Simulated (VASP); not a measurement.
Consider the following.

```
CELL_PARAMETERS angstrom
      5.63648     0.00000     0.00000
      0.00000     5.63648     0.00000
      0.00000     0.00000     5.63648
ATOMIC_POSITIONS crystal
  Cs 0.00000 0.00000 0.00000
  Pb 0.50000 0.50000 0.50000
  Cl 0.50000 0.00000 0.50000
  Cl 0.00000 0.50000 0.50000
  Cl 0.50000 0.50000 0.00000
```

Method: vdW-DF-cx, VASP's PBE PAW potentials (set 64) (plane waves; VASP). Numerical set-up: 520 eV cut-off, Gaussian smearing of 0.050 eV, potentials Cs_sv Pb_d Cl.

Unless said otherwise, spin-orbit coupling is left out, though it shifts the bands of the heavy elements here.

Question: Give the energies of bands 13 to 25 at the high-symmetry points, in eV from the valence-band maximum.

Answer: 
| band | Γ | X | M | R |
|---|---|---|---|---|
| 13 | -6.63 | -7.53 | -8.01 | -8.09 |
| 14 | -4.48 | -4.41 | -4.27 | -3.04 |
| 15 | -4.48 | -4.41 | -3.25 | -3.04 |
| 16 | -4.48 | -3.03 | -2.70 | -3.04 |
| 17 | -2.48 | -2.59 | -2.70 | -2.60 |
| 18 | -2.48 | -2.58 | -2.66 | -2.60 |
| 19 | -2.48 | -2.58 | -2.66 | -2.06 |
| 20 | -2.38 | -2.48 | -2.60 | -2.06 |
| 21 | -2.38 | -2.48 | -2.08 | -2.06 |
| 22 | -2.38 | -1.60 | -0.78 | 0.00 |
| 23 | 3.54 | 3.05 | 2.56 | 2.00 |
| 24 | 4.50 | 4.87 | 2.56 | 2.00 |
| 25 | 4.50 | 5.36 | 4.96 | 2.00 |

The gap is direct, 2.00 eV, from the valence maximum at R to the conduction minimum at R.

The compound is CsPbCl3 in the cubic perovskite structure, the ideal cubic form; the compound distorts at low or room temperature. It was relaxed first.
